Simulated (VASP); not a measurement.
# CeS3H3 (Ce(SH)3) in VASP: single point with PBE+U

Aim: the single point of CeS3H3 (Ce(SH)3) with PBE+U.

Program: VASP 6.6.1. These are calculated values, not measurements. Logs are shortened: lines on timing, memory, paths and dates and some standing lists are left out, and cuts for length are marked.

### Step 1. The cell of the first run

The cell holds a molecule in a box, 7 atoms: a = 14.180 Å, b = 14.480 Å, c = 9.540 Å, α = 90.00°, β = 90.00°, γ = 90.00°.

### Step 2. Single point, PBE+U, collinear spin, typed start (plane waves, scalar-u)

File INCAR:

```
SYSTEM = CeH3S3
  PREC = Accurate
  ENCUT = 520
  EDIFF = 1E-6
  ISMEAR = 0
  SIGMA = 0.01
  LREAL = .FALSE.
  LASPH = .TRUE.
  NELM = 150
  ALGO = Normal
  ISIF = 2
  LWAVE = .FALSE.
  LCHARG = .FALSE.
  ISPIN = 2
  MAGMOM = 1 0 0 0 0 0 0
  LORBIT = 11
  LMAXMIX = 6
  LDAU = .TRUE.
  LDAUTYPE = 2
  LDAUL = 3 -1 -1
  LDAUU = 5 0 0
  LDAUJ = 0 0 0
  LDAUPRINT = 1
  GGA = PE
  NBANDS = 30
```

File KPOINTS:

```
regular mesh
0
G
  1 1 1
  0 0 0
```

File POSCAR:

```
CeH3S3
1.0
   14.1800000000      0.0000000000      0.0000000000
    0.0000000000     14.4800000000      0.0000000000
    0.0000000000      0.0000000000      9.5400000000
Ce S H
1 3 3
Direct
    0.4769464000      0.4826464100      0.4716981100
    0.6631142500      0.5106208600      0.5145901500
    0.3591234100      0.6265455800      0.5145901500
    0.4086015500      0.3107734800      0.5145901500
    0.6830028200      0.4186788700      0.5287976900
    0.4304880100      0.6893832900      0.5287976900
    0.3173483800      0.3398777600      0.5287976900
```

Potentials or basis: VASP PAW PBE potentials, release 64 (Ce, S, H).

The run is started by

```sh
> cat potpaw_PBE.64/Ce/POTCAR potpaw_PBE.64/S/POTCAR potpaw_PBE.64/H/POTCAR > POTCAR
> mpirun -np 1 vasp_gam > vasp.out
```

OUTCAR:

```text
SYSTEM = CeH3S3
   PREC = Accurate
   ENCUT = 520
   EDIFF = 1E-6
   ISMEAR = 0
   LREAL = .FALSE.
   LASPH = .TRUE.
   NELM = 150
   ISIF = 2
   ISPIN = 2
   LORBIT = 11
   GGA = PE

 ion  position               nearest neighbor table
   1  0.477  0.483  0.472-   4 2.70   2 2.70   3 2.70
   2  0.663  0.511  0.515-   5 1.37   1 2.70
   3  0.359  0.627  0.515-   6 1.37   1 2.70
   4  0.409  0.311  0.515-   7 1.37   1 2.70
   5  0.683  0.419  0.529-   2 1.37
   6  0.430  0.689  0.529-   3 1.37
   7  0.317  0.340  0.529-   4 1.37

  LATTYP: Found a simple orthorhombic cell.
 ALAT       =     9.5400000000
 B/A-ratio  =     1.4863731656
 C/A-ratio  =     1.5178197065

  Lattice vectors:

 A1 = (   0.0000000000,   0.0000000000,   9.5400000000)
 A2 = (  14.1800000000,   0.0000000000,   0.0000000000)
 A3 = (   0.0000000000,  14.4800000000,   0.0000000000)

Analysis of symmetry for initial positions (statically):
=====================================================================
 Subroutine PRICEL returns:
 Original cell was already a primitive cell.

 Routine SETGRP: Setting up the symmetry group for a
 simple orthorhombic supercell.

 Subroutine GETGRP returns: Found  1 space group operations
 (whereof  1 operations were pure point group operations)
 out of a pool of  8 trial point group operations.

The static configuration has the point symmetry C_1 .

Analysis of symmetry for dynamics (positions and initial velocities):
=====================================================================
 Subroutine PRICEL returns:
 Original cell was already a primitive cell.

 Routine SETGRP: Setting up the symmetry group for a
 simple orthorhombic supercell.

 Subroutine GETGRP returns: Found  1 space group operations
 (whereof  1 operations were pure point group operations)
 out of a pool of  8 trial point group operations.

The dynamic configuration has the point symmetry C_1 .

Analysis of structural, dynamic, and magnetic symmetry:
=====================================================================
 Subroutine PRICEL returns:
 Original cell was already a primitive cell.

 Routine SETGRP: Setting up the symmetry group for a
 simple orthorhombic supercell.

 Subroutine GETGRP returns: Found  1 space group operations
 (whereof  1 operations were pure point group operations)
 out of a pool of  8 trial point group operations.

The overall configuration has the point symmetry C_1 .

 Subroutine INISYM returns: Found  1 space group operations
 (whereof  1 operations are pure point group operations),
 and found     1 'primitive' translations

----------------------------------------------------------------------------------------

                                     Primitive cell

  volume of cell :    1958.8139

  direct lattice vectors                    reciprocal lattice vectors
    14.180000000  0.000000000  0.000000000     0.070521862  0.000000000  0.000000000
     0.000000000 14.480000000  0.000000000     0.000000000  0.069060773  0.000000000
     0.000000000  0.000000000  9.540000000     0.000000000  0.000000000  0.104821803

  length of vectors
    14.180000000 14.480000000  9.540000000     0.070521862  0.069060773  0.104821803

  position of ions in fractional coordinates (direct lattice)
     0.476946400  0.482646410  0.471698110
     0.663114250  0.510620860  0.514590150
     0.359123410  0.626545580  0.514590150
     0.408601550  0.310773480  0.514590150
     0.683002820  0.418678870  0.528797690
[... 91 lines left out ...]
   AEXX    =    0.0000 exact exchange contribution
   IVDW    =     0    specifies the selected vdW correction
   LEPSILON=     F    determine dielectric tensor
   LRPA    =     F    only Hartree local field effects (RPA)
 spin polarized calculation
 Gauss-broadening in eV      SIGMA  =   0.01
  energy-cutoff  :      520.00
  volume of cell :     1958.81
 maximum number of plane-waves:     26402
 NGX is ok and might be reduce to   108
   NGX = 53   NGY = 53   NGZ = 35

atom =   1  type =  1  l = 3

 onsite density matrix

spin component  1

  0.0749 -0.0004  0.0013  0.2092 -0.0009 -0.0007 -0.1479
 -0.0004  0.0060 -0.0000 -0.0012 -0.0000  0.0000  0.0008
  0.0013 -0.0000  0.0069  0.0036 -0.0000 -0.0000 -0.0026
  0.2092 -0.0012  0.0036  0.6101 -0.0025 -0.0019 -0.4310
 -0.0009 -0.0000 -0.0000 -0.0025  0.0069  0.0000  0.0017
 -0.0007  0.0000 -0.0000 -0.0019  0.0000  0.0060  0.0014
 -0.1479  0.0008 -0.0026 -0.4310  0.0017  0.0014  0.3188

spin component  2

  0.0057 -0.0000 -0.0000 -0.0021  0.0000 -0.0000  0.0042
 -0.0000  0.0053  0.0004  0.0000 -0.0000 -0.0000 -0.0000
 -0.0000  0.0004  0.0068 -0.0000 -0.0000 -0.0000 -0.0000
 -0.0021  0.0000 -0.0000  0.0058  0.0000 -0.0000 -0.0019
  0.0000 -0.0000 -0.0000  0.0000  0.0068 -0.0004 -0.0000
 -0.0000 -0.0000 -0.0000 -0.0000 -0.0004  0.0053  0.0000
  0.0042 -0.0000 -0.0000 -0.0019 -0.0000  0.0000  0.0121

 occupancies and eigenvectors

  o =  0.0028  v = -0.9336 -0.0097  0.0041  0.3550 -0.0063  0.0007  0.0472  0.0000  0.0000  0.0000  0.0000  0.0000  0.0000  0.0000      0.0000  0.0000  0.0000  0.0000  0.0000  0.0000  0.0000  0.0000  0.0000  0.0000  0.0000  0.0000  0.0000  0.0000
  o =  0.0031  v =  0.0000  0.0000  0.0000  0.0000  0.0000  0.0000  0.0000  0.8436 -0.0025  0.0021  0.4436 -0.0020  0.0123 -0.3023      0.0000  0.0000  0.0000  0.0000  0.0000  0.0000  0.0000  0.0000  0.0000  0.0000  0.0000  0.0000  0.0000  0.0000
  o =  0.0052  v =  0.0000  0.0000  0.0000  0.0000  0.0000  0.0000  0.0000 -0.0204 -0.7537  0.2171  0.0304  0.1485  0.6009  0.0187      0.0000  0.0000  0.0000  0.0000  0.0000  0.0000  0.0000  0.0000  0.0000  0.0000  0.0000  0.0000  0.0000  0.0000
  o =  0.0052  v =  0.0000  0.0000  0.0000  0.0000  0.0000  0.0000  0.0000 -0.0054  0.6023 -0.1452 -0.0057  0.2173  0.7543 -0.0002      0.0000  0.0000  0.0000  0.0000  0.0000  0.0000  0.0000  0.0000  0.0000  0.0000  0.0000  0.0000  0.0000  0.0000
  o =  0.0055  v =  0.0000  0.0000  0.0000  0.0000  0.0000  0.0000  0.0000 -0.2931  0.0339 -0.0036  0.8522 -0.0127 -0.0196  0.4314      0.0000  0.0000  0.0000  0.0000  0.0000  0.0000  0.0000  0.0000  0.0000  0.0000  0.0000  0.0000  0.0000  0.0000
  o =  0.0060  v =  0.0027 -0.4569 -0.0253 -0.0035 -0.0057 -0.8891  0.0014  0.0000  0.0000  0.0000  0.0000  0.0000  0.0000  0.0000      0.0000  0.0000  0.0000  0.0000  0.0000  0.0000  0.0000  0.0000  0.0000  0.0000  0.0000  0.0000  0.0000  0.0000
  o =  0.0060  v =  0.0080 -0.8890  0.0045 -0.0044 -0.0282  0.4569 -0.0018  0.0000  0.0000  0.0000  0.0000  0.0000  0.0000  0.0000      0.0000  0.0000  0.0000  0.0000  0.0000  0.0000  0.0000  0.0000  0.0000  0.0000  0.0000  0.0000  0.0000  0.0000
  o =  0.0069  v = -0.0021 -0.0282  0.4542  0.0038  0.8904 -0.0042  0.0032  0.0000  0.0000  0.0000  0.0000  0.0000  0.0000  0.0000      0.0000  0.0000  0.0000  0.0000  0.0000  0.0000  0.0000  0.0000  0.0000  0.0000  0.0000  0.0000  0.0000  0.0000
  o =  0.0069  v =  0.0000  0.0000  0.0000  0.0000  0.0000  0.0000  0.0000 -0.0029 -0.1040 -0.4478 -0.0049 -0.8542  0.2428 -0.0019      0.0000  0.0000  0.0000  0.0000  0.0000  0.0000  0.0000  0.0000  0.0000  0.0000  0.0000  0.0000  0.0000  0.0000
  o =  0.0069  v =  0.0031  0.0060  0.8905 -0.0098 -0.4541 -0.0255 -0.0021  0.0000  0.0000  0.0000  0.0000  0.0000  0.0000  0.0000      0.0000  0.0000  0.0000  0.0000  0.0000  0.0000  0.0000  0.0000  0.0000  0.0000  0.0000  0.0000  0.0000  0.0000
  o =  0.0069  v =  0.0000  0.0000  0.0000  0.0000  0.0000  0.0000  0.0000  0.0004 -0.2394 -0.8551  0.0088  0.4482 -0.1026  0.0031      0.0000  0.0000  0.0000  0.0000  0.0000  0.0000  0.0000  0.0000  0.0000  0.0000  0.0000  0.0000  0.0000  0.0000
  o =  0.0099  v =  0.2362 -0.0015  0.0035  0.5111 -0.0064  0.0007  0.8264  0.0000  0.0000  0.0000  0.0000  0.0000  0.0000  0.0000      0.0000  0.0000  0.0000  0.0000  0.0000  0.0000  0.0000  0.0000  0.0000  0.0000  0.0000  0.0000  0.0000  0.0000
  o =  0.0150  v =  0.0000  0.0000  0.0000  0.0000  0.0000  0.0000  0.0000 -0.4494  0.0007  0.0002  0.2756  0.0010 -0.0022 -0.8498      0.0000  0.0000  0.0000  0.0000  0.0000  0.0000  0.0000  0.0000  0.0000  0.0000  0.0000  0.0000  0.0000  0.0000
  o =  0.9911  v =  0.2693 -0.0015  0.0047  0.7827 -0.0032 -0.0025 -0.5611  0.0000  0.0000  0.0000  0.0000  0.0000  0.0000  0.0000      0.0000  0.0000  0.0000  0.0000  0.0000  0.0000  0.0000  0.0000  0.0000  0.0000  0.0000  0.0000  0.0000  0.0000

 number of electron      33.0000002 magnetization       1.0000001

 Free energy of the ion-electron system (eV)
  ---------------------------------------------------
  ext. energy  EPLUGINS =         0.00000000
  ---------------------------------------------------
  free energy    TOTEN  =       -30.80032874 eV

  energy without entropy =      -30.80032874  energy(sigma->0) =      -30.80032874

 E-fermi :  -5.5265     XC(G=0):  -1.1767

 val. band max:       -5.6444544908   @ k =   0.0000   0.0000   0.0000
 cond. band min:      -2.6281472112   @ k =   0.0000   0.0000   0.0000
 fundamental gap:      3.0163072796
 Fermi energy:        -5.5264588984

 spin component 1

 k-point     1 :       0.0000    0.0000    0.0000
  band No.  band energies     occupation
      1     -39.5008      1.00000
      2     -22.3829      1.00000
      3     -22.3767      1.00000
      4     -22.3756      1.00000
      5     -16.7701      1.00000
      6     -16.5457      1.00000
[... 20 lines left out ...]
     27      -1.3317      0.00000
     28      -1.3292      0.00000
 Fermi energy:        -5.5264588984

 spin component 2

 k-point     1 :       0.0000    0.0000    0.0000
  band No.  band energies     occupation
      1     -39.0461      1.00000
      2     -22.0554      1.00000
      3     -22.0544      1.00000
      4     -22.0080      1.00000
      5     -16.7704      1.00000
      6     -16.5395      1.00000
[... 20 lines left out ...]
     27      -1.1722      0.00000
     28      -0.8380      0.00000
 [bands above 28 left out]

------------------------ aborting loop because EDIFF is reached ----------------------------------------

  FORCE on cell =-STRESS in cart. coord.  units (eV):
  Direction    XX          YY          ZZ          XY          YZ          ZX
  --------------------------------------------------------------------------------------
  -------------------------------------------------------------------------------------
  Total       -1.4789637     -1.4907690     -0.0194345      0.0202789     -0.0020635      0.0022561
  in kB       -1.2096923     -1.2193483     -0.0158961      0.0165868     -0.0016878      0.0018453
  external PRESSURE =      -0.8149789 kB  Pullay stress =       0.0000000 kB

 VOLUME and BASIS-vectors are now :
 -----------------------------------------------------------------------------
  energy-cutoff  :      520.00
  volume of cell :     1958.81
      direct lattice vectors                 reciprocal lattice vectors
    14.180000000  0.000000000  0.000000000     0.070521862  0.000000000  0.000000000
     0.000000000 14.480000000  0.000000000     0.000000000  0.069060773  0.000000000
     0.000000000  0.000000000  9.540000000     0.000000000  0.000000000  0.104821803

 POSITION                                       TOTAL-FORCE (eV/Angst)
 -----------------------------------------------------------------------------------
      6.76310      6.98872      4.50000        -0.010333      0.010543      0.077810
      9.40296      7.39379      4.90919        -0.082120     -0.321895      0.010223
      5.09237      9.07238      4.90919         0.326781      0.077290      0.009081
      5.79397      4.50000      4.90919        -0.233938      0.234223      0.009862
      9.68498      6.06247      5.04473        -0.106885      0.314757     -0.035664
      6.10432      9.98227      5.04473        -0.219397     -0.248759     -0.035803
      4.50000      4.92143      5.04473         0.325893     -0.066159     -0.035509
 -----------------------------------------------------------------------------------
    total drift:                               -0.000472      0.000601      0.000224

  FREE ENERGIE OF THE ION-ELECTRON SYSTEM (eV)
  ---------------------------------------------------
  free  energy   TOTEN  =       -30.8003287413 eV

  energy  without entropy=      -30.8003287413  energy(sigma->0) =      -30.80032874

 total charge

# of ion       s       p       d       f       tot
--------------------------------------------------
    1        2.046   5.698   0.773   1.074   9.592
    2        1.335   2.418   0.000   0.000   3.753
    3        1.335   2.418   0.000   0.000   3.753
    4        1.335   2.418   0.000   0.000   3.753
    5        0.544   0.035   0.000   0.000   0.579
    6        0.543   0.035   0.000   0.000   0.578
    7        0.543   0.035   0.000   0.000   0.578
--------------------------------------------------
tot          7.683  13.057   0.773   1.074  22.587

 magnetization (x)

# of ion       s       p       d       f       tot
--------------------------------------------------
    1       -0.003  -0.005   0.024   0.981   0.997
    2       -0.000  -0.008   0.000   0.000  -0.008
    3       -0.000  -0.008   0.000   0.000  -0.008
    4       -0.000  -0.008   0.000   0.000  -0.008
    5        0.000  -0.000   0.000   0.000   0.000
    6        0.000  -0.000   0.000   0.000   0.000
    7        0.000  -0.000   0.000   0.000   0.000
--------------------------------------------------
tot         -0.003  -0.028   0.024   0.981   0.974
```

Run time: 18 min. Hardware: 1 thread of Intel Xeon Platinum 8488C (Sapphire Rapids), shared host; peak memory 2 GiB.

Results:

| Quantity | Value |
| --- | --- |
| Free energy | -30.8003 eV |
| Largest force | 0.336 eV/Å |
| Gap between the frontier levels | 3.02 eV |
| Net moment | 1.00 μB per cell |
| Site moments | Ce +1.00; S -0.01; H +0.00 μB |
| Valence electrons inside the program's atomic spheres | Ce 9.59; S 3.75; H 0.58 |

Forces in eV/Å, atoms in the order of the input:
```
Ce  -0.010  0.011  0.078
S   -0.082 -0.322  0.010
S    0.327  0.077  0.009
S   -0.234  0.234  0.010
H   -0.107  0.315 -0.036
H   -0.219 -0.249 -0.036
H    0.326 -0.066 -0.036
```

Eigenvalues of the final occupation matrices:
| site | spin | trace | eigenvalues |
| --- | --- | --- | --- |
| site 1 f | 1 | 1.03 | 0.00 0.01 0.01 0.01 0.01 0.01 0.99 |
| site 1 f | 2 | 0.05 | 0.00 0.01 0.01 0.01 0.01 0.01 0.01 |

Caveat: the magnetic or orbital state may not be the lowest; spin-orbit coupling is left out, which moves the levels of the heavy elements. The state reached can hang on the start; a lower one may exist.
